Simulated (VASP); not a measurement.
Consider the following.

```
V
1.0
   -1.46770     1.46770     1.46770
    1.46770    -1.46770     1.46770
    1.46770     1.46770    -1.46770
V
1
Cartesian
  0.00000   0.00000   0.00000
```

These are PBE GGA, VASP's PBE PAW potentials (set 64) (plane waves; VASP) values and carry that method's errors. Run with 520 eV cut-off, 17×17×17 Γ-centred mesh, first-order Methfessel-Paxton smearing of 0.10 eV, potentials V_sv.

Problem. The job: V (bcc), 1 atom, PBE, static run, 520 eV, 17×17×17 Γ-centred mesh. Roughly how much core time does it take on a busy server core?

Solution. About 8 core-seconds (one run on a shared machine, a rough figure). It had 165 irreducible k-points, 10 bands, up to 370 plane waves and 13 electronic steps.

The compound is V in the bcc structure. This cell is one point of a volume scan, at 0.94 of the reference volume.
